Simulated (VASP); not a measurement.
Given:

```yaml
crystal:
  lattice:
    - [-2.42002, 2.42002, 5.01178]
    - [2.42002, -2.42002, 5.01178]
    - [2.42002, 2.42002, -5.01178]
  atoms:
    - { symbol: Pr, position: [0.75000, 0.25000, 0.50000] }
    - { symbol: Pr, position: [0.25000, 0.75000, 0.50000] }
    - { symbol: Pr, position: [0.50000, 0.50000, 0.00000] }
    - { symbol: Cd, position: [0.00000, 0.00000, 0.00000] }
```

Calculation: PBEsol GGA, VASP's PBE PAW potentials (set 64) (plane waves; VASP). Numerical set-up: 400 eV cut-off, Gaussian smearing of 0.050 eV, potentials Pr_3 Cd.

The 4f electrons are frozen in the core of the lanthanide potential, so 4f levels, which can set the real gap, and their magnetism are missing.

**Question.** Give the energies of bands 18 to 26 at the high-symmetry points, in eV from the Fermi level.

**Answer.** 
| band | Γ | X | P | N | M | S | R |
|---|---|---|---|---|---|---|---|
| 18 | -5.17 | -4.00 | -3.95 | -3.49 | -4.15 | -3.52 | -3.87 |
| 19 | -1.89 | -1.18 | -1.24 | -2.08 | -2.34 | -1.71 | -1.55 |
| 20 | -1.76 | -1.10 | -1.14 | -1.03 | -1.74 | -1.47 | -1.07 |
| 21 | -0.84 | -0.62 | -1.14 | -0.83 | -0.76 | -0.94 | -0.46 |
| 22 | -0.29 | -0.27 | 0.35 | -0.62 | -0.76 | -0.35 | -0.18 |
| 23 | -0.29 | 0.16 | 0.35 | 0.27 | -0.74 | -0.33 | 0.19 |
| 24 | 0.81 | 0.94 | 0.74 | 0.72 | -0.59 | 0.29 | 0.45 |
| 25 | 1.19 | 1.03 | 1.56 | 1.26 | 1.34 | 1.01 | 0.83 |
| 26 | 1.19 | 1.42 | 1.56 | 1.77 | 2.10 | 1.84 | 1.42 |

It has no gap at this level: it comes out as a metal or semimetal.

The structure comes from a computed database's Pr3Cd entry (I4/mmm); how it stands against other phases isn't given here. It was relaxed first, which changed the volume by -6 %. The electron count is odd and the run is not spin-polarised, which forces a metal.
